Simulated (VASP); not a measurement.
```xyz
4
Lattice="-4.0414 4.0414 2.0374 4.0414 -4.0414 2.0374 4.0414 4.0414 -2.0374" Properties=species:S:1:pos:R:3 pbc="T T T"
Sb     1.2262     2.8151     0.0000
Sb     2.8151     1.2262     2.0374
Sb     5.2676     1.2262     0.0000
Sb    -1.2262     2.8151     2.0374
```

Level of theory: r2SCAN meta-GGA, VASP's PBE PAW potentials (set 64) (plane waves; VASP). Numerical set-up: 400 eV cut-off, 9×9×9 Γ-centred mesh, tetrahedra with Blöchl corrections, potentials Sb.

Task: Give the energies of bands 4 to 13 at the high-symmetry points, in eV from the Fermi level.

Result: 
| band | Γ | X | M | Z | P | N |
|---|---|---|---|---|---|---|
| 4 | -8.20 | -7.77 | -5.29 | -9.36 | -9.12 | -8.92 |
| 5 | -5.01 | -3.29 | -4.50 | -4.49 | -4.04 | -5.18 |
| 6 | -1.71 | -2.56 | -3.12 | -3.10 | -4.04 | -5.18 |
| 7 | -1.16 | -2.49 | -1.48 | -2.98 | -3.95 | -2.34 |
| 8 | -1.16 | -2.44 | -1.48 | -2.98 | -3.95 | -2.34 |
| 9 | -1.14 | -1.15 | 0.24 | -0.90 | -0.91 | -1.19 |
| 10 | -1.12 | 0.20 | 0.67 | -0.20 | -0.91 | -1.19 |
| 11 | -1.12 | 0.28 | 1.80 | -0.20 | 0.07 | -0.50 |
| 12 | -0.29 | 2.05 | 1.99 | 0.07 | 0.07 | -0.50 |
| 13 | 2.80 | 2.22 | 1.99 | 1.03 | 2.99 | 2.77 |

It has no gap at this level: it comes out as a metal or semimetal.

The structure comes from a computed database's Sb entry (I4/mcm); how it stands against other phases isn't given here. It was relaxed first.
